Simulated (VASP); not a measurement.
These are LDA (Ceperley-Alder, Perdew-Zunger), VASP's LDA PAW potentials (set 64) (plane waves; VASP) values and carry that method's errors.

Input for VASP

KPOINTS:
```
Automatic mesh
0
Gamma
12 12 12
0 0 0
```

**INCAR**
```
SYSTEM = Sb
PREC = Accurate; ENCUT = 400; LREAL = .FALSE.
LASPH = .TRUE.
EDIFF = 1E-7; NELM = 100; ALGO = Normal
LMAXMIX = 4
ISMEAR = -5
ISIF = 2
LWAVE = .FALSE.; LCHARG = .TRUE.; LORBIT = 11
NEDOS = 601
```

### POSCAR
```
Sb
3.8651760
  1.0000000656  -0.5563599322  -0.0071781573
  1.0000000656   0.5563599322  -0.0071781573
  0.6970299428   0.0000000000   0.9075996867
Sb
2
Direct
  0.2360395215   0.2360395215   0.2360395215
  0.7639604785   0.7639604785   0.7639604785
```

POTCAR, in this order: Sb (LDA.64 set). Program: vasp_std.

Output

### OSZICAR
```
       N       E                     dE             d eps       ncg     rms          rms(c)
DAV:   1     0.330173023458E+02    0.33017E+02   -0.31614E+03  3402   0.709E+02
DAV:   2    -0.824945690451E+01   -0.41267E+02   -0.40786E+02  4909   0.117E+02
DAV:   3    -0.964067650323E+01   -0.13912E+01   -0.13823E+01  4118   0.266E+01
DAV:   4    -0.965195244063E+01   -0.11276E-01   -0.11279E-01  4295   0.283E+00
DAV:   5    -0.965203589484E+01   -0.83454E-04   -0.83489E-04  3949   0.231E-01    0.322E+00
DAV:   6    -0.963659161293E+01    0.15444E-01   -0.35955E-03  3761   0.377E-01    0.193E+00
DAV:   7    -0.962777764306E+01    0.88140E-02   -0.80912E-03  3609   0.566E-01    0.569E-02
DAV:   8    -0.962778197115E+01   -0.43281E-05   -0.17950E-04  3595   0.114E-01    0.180E-02
DAV:   9    -0.962778497166E+01   -0.30005E-05   -0.14410E-05  4113   0.277E-02    0.692E-03
DAV:  10    -0.962778472246E+01    0.24920E-06   -0.22212E-06  3910   0.941E-03    0.870E-04
DAV:  11    -0.962778477137E+01   -0.48912E-07   -0.15737E-07  2756   0.298E-03
   1 F= -.96277848E+01 E0= -.96277848E+01  d E =0.000000E+00
```

OUTCAR:
```
------------------------ aborting loop because EDIFF is reached ----------------------------------------
  FORCE on cell =-STRESS in cart. coord.  units (eV):
  Direction    XX          YY          ZZ          XY          YZ          ZX
  --------------------------------------------------------------------------------------
  Total       -0.0144711      0.0006549     -0.0010043      0.0000000     -0.0000000     -0.0050096
  in kB       -0.3953988      0.0178942     -0.0274400      0.0000000     -0.0000000     -0.1368807
  external PRESSURE =      -0.1349816 kB  Pullay stress =       0.0000000 kB
  volume of cell :       58.64
      direct lattice vectors                 reciprocal lattice vectors
     3.865176253 -2.150429057 -0.027744841     0.128650983 -0.232511739 -0.098803017
     3.865176253  2.150429057 -0.027744841     0.128650983  0.232511739 -0.098803017
     2.694143406  0.000000000  3.508032527     0.002034987  0.000000000  0.283497215
 POSITION                                       TOTAL-FORCE (eV/Angst)
 -----------------------------------------------------------------------------------
      2.46059      0.00000      0.81494         0.021651      0.000000      0.007171
      7.96390      0.00000      2.63761        -0.021651      0.000000     -0.007171
 -----------------------------------------------------------------------------------
    total drift:                               -0.000000     -0.000000     -0.000000
  FREE ENERGIE OF THE ION-ELECTRON SYSTEM (eV)
  ---------------------------------------------------
  free  energy   TOTEN  =        -9.6277847714 eV

  energy  without entropy=       -9.6277847714  energy(sigma->0) =       -9.62778477

 total charge

# of ion       s       p       d       tot
------------------------------------------
    1        1.223   1.165   0.040   2.428
    2        1.223   1.165   0.040   2.428
--------------------------------------------------
tot          2.445   2.331   0.080   4.856
```
(Selected blocks of OUTCAR.)

File OUTCAR:
```
 val. band max:        7.5568966511   @ k =   0.3333   0.1667   0.1667

 cond. band min:       7.2915595792   @ k =   0.5000   0.0000   0.0000


 Fermi energy:         7.4365377534

 k-point     1 :       0.0000    0.0000    0.0000
  band No.  band energies     occupation
      1      -5.4055      2.00000
      2       2.7785      2.00000
      3       5.4876      2.00000
      4       5.6289      2.00000
      5       5.6289      2.00000
      6       9.8121      0.00000
      7      10.3040      0.00000
      8      10.3040      0.00000
      9      12.4142      0.00000

 k-point     2 :       0.0833   -0.0000   -0.0000
  band No.  band energies     occupation
      1      -5.3274      2.00000
      2       2.3857      2.00000
      3       5.5107      2.00000
      4       5.6206      2.00000
      5       5.8245      2.00000
      6       9.7194      0.00000
      7      10.0772      0.00000
      8      10.0802      0.00000
      9      12.1257      0.00000

 k-point     3 :       0.1667   -0.0000   -0.0000
  band No.  band energies     occupation
      1      -5.0938      2.00000
      2       1.4954      2.00000
      3       5.5333      2.00000
      4       5.6057      2.00000
      5       6.2019      2.00000
      6       9.3488      0.00000
      7       9.5161      0.00000
      8       9.5447      0.00000
      9      11.9873      0.00000

 k-point     4 :       0.2500    0.0000    0.0000
  band No.  band energies     occupation
      1      -4.7076      2.00000
      2       0.4357      2.00000
      3       5.5870      2.00000
      4       5.6050      2.00000
      5       6.5082      2.00000
      6       8.7535      0.00000
      7       8.8676      0.00000
      8       8.9034      0.00000
      9      12.4040      0.00000

 k-point     5 :       0.3333   -0.0000   -0.0000
  band No.  band energies     occupation
      1      -4.1750      2.00000
      2      -0.6410      2.00000
      3       5.6319      2.00000
...
```

For a metal the tetrahedron method with Blöchl corrections gives inexact stress and forces. Unless said otherwise, spin-orbit coupling is left out, though it shifts the bands of the heavy elements here.

The compound is Sb in the a7 structure. It was relaxed first.
